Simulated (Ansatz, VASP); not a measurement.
# Cross-check of CaHfSe3 between VASP and Ansatz, part 2 of 3

Aim: how closely do two programs agree when they are given the same cell, functional and k mesh? The cell is generated by rule, not measured, and may not be a known phase. The cell is taken from a series of runs on this material, whose earlier steps may have relaxed, scaled, displaced or heated it; both programs get it as it stands.

VASP 6.6.1 and Ansatz 0.2.0.

So far: The structure; Ansatz: zone-centre phonons, LDA.

### 3. VASP: zone-centre phonons, LDA

Level of this step: LDA; plane waves and PAW (Ca_sv, Hf_pv, Se); invented cell (VASP).

The same cell, functional (in two slightly different forms), mesh and smearing now go to VASP, with its own data sets.

Lines of VASP's logs that name or quote its potential files are left out, and so is its time.

Input file INCAR:

```
SYSTEM = CaHfSe3
PREC = Accurate
ENCUT = 500
EDIFF = 1E-08
NELM = 120
ISMEAR = 1
SIGMA = 0.2
LREAL = .FALSE.
ALGO = Normal
GGA = CA
NBANDS = 25
LASPH = .TRUE.
LORBIT = 11
LWAVE = .FALSE.
LCHARG = .FALSE.
ISIF = 2
IBRION = 8
GGA_COMPAT = .FALSE.
KPAR = 2
```

Input file POSCAR:

```
CaHfSe3
1.0
    5.0745860677      0.0000000000      0.0000000000
    0.0000000000      5.0745860677      0.0000000000
    0.0000000000      0.0000000000      5.0745860677
Ca Hf Se
1 1 3
Direct
    0.0000000000      0.0000000000      0.0000000000
    0.5000000000      0.5000000000      0.5000000000
    0.5000000000      0.5000000000      0.0000000000
    0.5000000000      0.0000000000      0.5000000000
    0.0000000000      0.5000000000      0.5000000000
```

Input file KPOINTS:

```
Automatic mesh
0
Gamma
8 8 8
0 0 0
```

The projector-augmented-wave data sets are Ca_sv, Hf_pv and Se (LDA family, release 64).

Started as:

```console
$ mpirun -np 2 vasp_std
```

Output:

```text
[banner, memory and clock lines left out]
running    2 mpi-ranks, on    1 nodes
 distrk:  each k-point on    1 cores,    2 groups
 distr:  one band on    1 cores,    1 groups

 POSCAR found type information on POSCAR CaHfSe
 POSCAR found :  3 types and       5 ions
 LDA part: xc-table for (Slater(with rela. corr.)+CA(PZ))
 , standard interpolation
 POSCAR, INCAR and KPOINTS ok, starting setup
 FFT: planning ... GRIDC
 FFT: planning ... GRID_SOFT
 FFT: planning ... GRID
 WAVECAR not read
 entering main loop
       N       E                     dE             d eps       ncg     rms          rms(c)
DAV:   1     0.246558264911E+03    0.24656E+03   -0.17679E+04  1750   0.133E+03
DAV:   2    -0.145188100199E+02   -0.26108E+03   -0.25542E+03  2119   0.313E+02
DAV:   3    -0.328667837995E+02   -0.18348E+02   -0.18034E+02  2476   0.692E+01
DAV:   4    -0.334043901413E+02   -0.53761E+00   -0.53648E+00  2874   0.110E+01
DAV:   5    -0.334109835112E+02   -0.65934E-02   -0.65898E-02  2441   0.111E+00    0.553E+01
DAV:   6    -0.317599446574E+02    0.16510E+01   -0.47310E+00  2043   0.810E+00    0.368E+01
DAV:   7    -0.316358179906E+02    0.12413E+00   -0.16906E+00  2495   0.570E+00    0.449E+00
DAV:   8    -0.315913381948E+02    0.44480E-01   -0.62151E-01  2254   0.301E+00    0.800E-01
DAV:   9    -0.315864137802E+02    0.49244E-02   -0.14641E-01  2213   0.136E+00    0.589E-01
DAV:  10    -0.315805164769E+02    0.58973E-02   -0.23027E-02  2158   0.629E-01    0.378E-01
DAV:  11    -0.315806477493E+02   -0.13127E-03   -0.23265E-03  2408   0.224E-01    0.364E-01
DAV:  12    -0.315806282450E+02    0.19504E-04   -0.10378E-04  2346   0.554E-02    0.900E-02
DAV:  13    -0.315806277460E+02    0.49905E-06   -0.59536E-06  2468   0.125E-02    0.606E-02
DAV:  14    -0.315806257416E+02    0.20044E-05   -0.56868E-06  2305   0.962E-03    0.349E-02
DAV:  15    -0.315806256529E+02    0.88702E-07   -0.48503E-07  2283   0.346E-03    0.967E-03
DAV:  16    -0.315806256166E+02    0.36231E-07   -0.17789E-07  2450   0.171E-03    0.415E-03
DAV:  17    -0.315806256165E+02    0.10186E-09   -0.87033E-09  1606   0.569E-04
   1 F= -.31580626E+02 E0= -.31581155E+02  d E =0.158775E-02
 Linear response reoptimize wavefunctions to high precision
DAV:   1    -0.315806256167E+02   -0.23101E-09   -0.32779E-09  1815   0.277E-04
DAV:   2    -0.315806256168E+02   -0.13642E-11   -0.40279E-10  1460   0.108E-04
 Linear response DOF=           4
 Linear response progress:
  Degree of freedom:   1/  4
       N       E                     dE             d eps       ncg     rms          rms(c)
RMM:   1    -0.456571689590E+00   -0.45657E+00    0.58752E-01  4331   0.755E+00
RMM:   2    -0.420678972985E+00    0.35893E-01   -0.83802E-02  5846   0.146E+00    0.245E-01
RMM:   3    -0.421663868012E+00   -0.98490E-03   -0.25514E-02  7044   0.450E-01    0.177E-01
RMM:   4    -0.422093053245E+00   -0.42919E-03   -0.45900E-03  7830   0.174E-01    0.989E-02
RMM:   5    -0.421739080728E+00    0.35397E-03   -0.27495E-04  7315   0.794E-02    0.190E-02
RMM:   6    -0.421833482767E+00   -0.94402E-04   -0.92849E-05  7935   0.359E-02    0.129E-02
RMM:   7    -0.421808357372E+00    0.25125E-04   -0.21955E-05  8300   0.162E-02    0.174E-03
RMM:   8    -0.421800934757E+00    0.74226E-05   -0.93452E-06  8517   0.811E-03    0.731E-04
RMM:   9    -0.421804345981E+00   -0.34112E-05   -0.49093E-06  8595   0.511E-03    0.110E-03
RMM:  10    -0.421802890851E+00    0.14551E-05   -0.32922E-06  8670   0.363E-03    0.379E-04
RMM:  11    -0.421802144582E+00    0.74627E-06   -0.22934E-06  8876   0.277E-03    0.765E-05
RMM:  12    -0.421802619042E+00   -0.47446E-06   -0.17400E-06  9008   0.221E-03    0.877E-05
RMM:  13    -0.421802697510E+00   -0.78468E-07   -0.12980E-06  9003   0.186E-03    0.164E-05
RMM:  14    -0.421802878490E+00   -0.18098E-06   -0.10235E-06  9096   0.161E-03    0.195E-05
RMM:  15    -0.421803001617E+00   -0.12313E-06   -0.80455E-07  9222   0.143E-03    0.130E-05
RMM:  16    -0.421802972665E+00    0.28951E-07   -0.68555E-07  8937   0.129E-03    0.257E-05
RMM:  17    -0.421803033786E+00   -0.61120E-07   -0.53080E-07  9016   0.118E-03    0.298E-05
RMM:  18    -0.421803050712E+00   -0.16926E-07   -0.44579E-07  8909   0.108E-03    0.379E-05
RMM:  19    -0.421803060560E+00   -0.98484E-08   -0.34179E-07  8597   0.101E-03    0.460E-05
RMM:  20    -0.421803074151E+00   -0.13591E-07   -0.31594E-07  8948   0.948E-04    0.509E-05
RMM:  21    -0.421803080852E+00   -0.67003E-08   -0.30903E-07  8603   0.900E-04    0.566E-05
RMM:  22    -0.421803079484E+00    0.13680E-08   -0.26867E-07  8651   0.862E-04    0.618E-05
RMM:  23    -0.421803117364E+00   -0.37880E-07   -0.25434E-07  8973   0.831E-04    0.629E-05
RMM:  24    -0.421803124731E+00   -0.73668E-08   -0.24750E-07  8919   0.804E-04    0.663E-05
 first order change of Fermi-energy   0.30574E-04
 force on displaced ion       1 direction 1 :   1.688   0.000  -0.000
 Linear response progress:
  Degree of freedom:   2/  4
       N       E                     dE             d eps       ncg     rms          rms(c)
RMM:   1    -0.229015065540E+00   -0.22902E+00    0.46027E+00  4759   0.943E+00
RMM:   2    -0.234970239611E+00   -0.59552E-02   -0.49223E-02  6002   0.977E-01    0.605E-01
RMM:   3    -0.234913643508E+00    0.56596E-04   -0.44690E-03  7487   0.204E-01    0.256E-01
RMM:   4    -0.234648775321E+00    0.26487E-03   -0.60581E-04  8008   0.730E-02    0.179E-01
RMM:   5    -0.234335199036E+00    0.31358E-03   -0.14448E-04  7592   0.410E-02    0.150E-02
RMM:   6    -0.234309340991E+00    0.25858E-04   -0.37708E-05  8702   0.154E-02    0.558E-03
RMM:   7    -0.234307181871E+00    0.21591E-05   -0.15307E-05  8217   0.846E-03    0.129E-03
RMM:   8    -0.234306447236E+00    0.73464E-06    0.83981E-06  8998   0.452E-03    0.108E-03
RMM:   9    -0.234304359791E+00    0.20874E-05    0.15926E-05  8807   0.280E-03    0.413E-04
RMM:  10    -0.234304119000E+00    0.24079E-06    0.12340E-05  8886   0.186E-03    0.487E-04
RMM:  11    -0.234303979061E+00    0.13994E-06    0.46067E-06  9251   0.130E-03    0.391E-04
RMM:  12    -0.234304130264E+00   -0.15120E-06    0.38701E-06  9215   0.999E-04    0.564E-04
RMM:  13    -0.234303590805E+00    0.53946E-06    0.10778E-06  8993   0.815E-04    0.349E-04
RMM:  14    -0.234303342684E+00    0.24812E-06    0.93537E-07  9027   0.700E-04    0.248E-04
[...]
RMM:  38    -0.234302858067E+00   -0.35187E-08   -0.29208E-07  8828   0.514E-04    0.464E-06
RMM:  39    -0.234302854117E+00    0.39498E-08   -0.25576E-07  8813   0.514E-04    0.371E-06
RMM:  40    -0.234302856904E+00   -0.27872E-08   -0.29200E-07  8885   0.514E-04    0.447E-06
RMM:  41    -0.234302853430E+00    0.34742E-08   -0.23972E-07  8844   0.514E-04    0.370E-06
RMM:  42    -0.234302856675E+00   -0.32443E-08   -0.28214E-07  8856   0.514E-04    0.456E-06
RMM:  43    -0.234302853290E+00    0.33844E-08   -0.25217E-07  8855   0.514E-04    0.381E-06
RMM:  44    -0.234302856507E+00   -0.32169E-08   -0.26232E-07  8872   0.514E-04    0.454E-06
RMM:  45    -0.234302853931E+00    0.25763E-08   -0.25803E-07  8867   0.514E-04    0.387E-06
 first order change of Fermi-energy   0.67269E-03
 force on displaced ion       2 direction 1 :  -4.773   0.000  -0.000
 Linear response progress:
  Degree of freedom:   3/  4
       N       E                     dE             d eps       ncg     rms          rms(c)
RMM:   1    -0.932807414143E-01   -0.93281E-01    0.38807E-02 13008   0.102E+00
RMM:   2    -0.907254411786E-01    0.25553E-02   -0.57098E-03 11525   0.249E-01    0.106E-01
RMM:   3    -0.910655811727E-01   -0.34014E-03   -0.78697E-04 11323   0.756E-02    0.536E-02
RMM:   4    -0.914749525399E-01   -0.40937E-03   -0.15812E-04 11630   0.404E-02    0.899E-03
RMM:   5    -0.914916003157E-01   -0.16648E-04   -0.25169E-05 12847   0.139E-02    0.620E-03
RMM:   6    -0.915047376728E-01   -0.13137E-04   -0.39460E-06 13584   0.562E-03    0.207E-03
RMM:   7    -0.915066627698E-01   -0.19251E-05   -0.99207E-07 13358   0.230E-03    0.801E-04
RMM:   8    -0.915078615811E-01   -0.11988E-05   -0.47581E-08 14080   0.111E-03    0.247E-04
RMM:   9    -0.915090189332E-01   -0.11574E-05    0.15765E-06 14142   0.664E-04    0.521E-05
RMM:  10    -0.915090262118E-01   -0.72785E-08    0.21571E-06 14497   0.458E-04    0.226E-05
RMM:  11    -0.915089998683E-01    0.26343E-07    0.28082E-07 14762   0.366E-04    0.998E-06
RMM:  12    -0.915089443995E-01    0.55469E-07    0.31969E-07 14852   0.329E-04    0.425E-06
RMM:  13    -0.915089358993E-01    0.85002E-08   -0.12084E-07 14810   0.312E-04    0.352E-06
RMM:  14    -0.915089369469E-01   -0.10476E-08   -0.36247E-08 14284   0.304E-04    0.149E-06
 first order change of Fermi-energy  -0.28817E-04
 force on displaced ion       3 direction 1 :   0.771   0.000   0.000
 Linear response progress:
  Degree of freedom:   4/  4
       N       E                     dE             d eps       ncg     rms          rms(c)
RMM:   1    -0.972337411908E-01   -0.97234E-01    0.93786E-02  7676   0.130E+00
RMM:   2    -0.953677836682E-01    0.18660E-02   -0.16782E-02  7105   0.323E-01    0.656E-01
RMM:   3    -0.955676731647E-01   -0.19989E-03   -0.19487E-03  6177   0.144E-01    0.333E-01
RMM:   4    -0.960756094670E-01   -0.50794E-03   -0.53984E-04  6470   0.772E-02    0.419E-02
RMM:   5    -0.960913384846E-01   -0.15729E-04   -0.71908E-05  7240   0.276E-02    0.131E-02
RMM:   6    -0.961076663328E-01   -0.16328E-04   -0.11933E-05  7768   0.979E-03    0.450E-03
RMM:   7    -0.961113546826E-01   -0.36883E-05   -0.16875E-06  7879   0.336E-03    0.171E-03
RMM:   8    -0.961152319114E-01   -0.38772E-05   -0.13293E-06  8201   0.144E-03    0.180E-04
RMM:   9    -0.961161777444E-01   -0.94583E-06    0.46889E-06  8297   0.770E-04    0.145E-04
RMM:  10    -0.961169415081E-01   -0.76376E-06    0.42677E-07  8662   0.489E-04    0.921E-05
RMM:  11    -0.961167121822E-01    0.22933E-06    0.21265E-06  8546   0.357E-04    0.518E-05
RMM:  12    -0.961167063474E-01    0.58348E-08   -0.42133E-07  8920   0.298E-04    0.724E-06
RMM:  13    -0.961167112590E-01   -0.49117E-08    0.56518E-07  8942   0.272E-04    0.838E-06
RMM:  14    -0.961167156311E-01   -0.43721E-08   -0.23762E-07  8843   0.261E-04    0.447E-06
RMM:  15    -0.961167192164E-01   -0.35853E-08    0.13706E-07  8571   0.256E-04    0.399E-06
RMM:  16    -0.961167170140E-01    0.22025E-08   -0.11038E-07  8083   0.254E-04    0.356E-06
RMM:  17    -0.961167184282E-01   -0.14143E-08   -0.13630E-07  7965   0.253E-04    0.285E-06
RMM:  18    -0.961167186395E-01   -0.21122E-09   -0.13597E-07  7851   0.253E-04    0.337E-06
RMM:  19    -0.961167192623E-01   -0.62285E-09    0.51030E-08  7782   0.253E-04    0.263E-06
 first order change of Fermi-energy  -0.10254E-02
 force on displaced ion       3 direction 3 :   0.000  -0.000 -14.809
 Linear response finished
```

(Continued in part 3 of 3.)

[Lines on the potential files, build, host, timing and source positions are cut from VASP's logs without a mark.]

[Logs are printed without paths, hosts, clocks, repeated set-up lines and the standing remarks that a program may print on its own settings, such as how far it seeks lower states.]

[Hosts, paths, dates, database ids (printed as entryN), source tags and the programs' standing remarks are cut or masked in the printed files.]
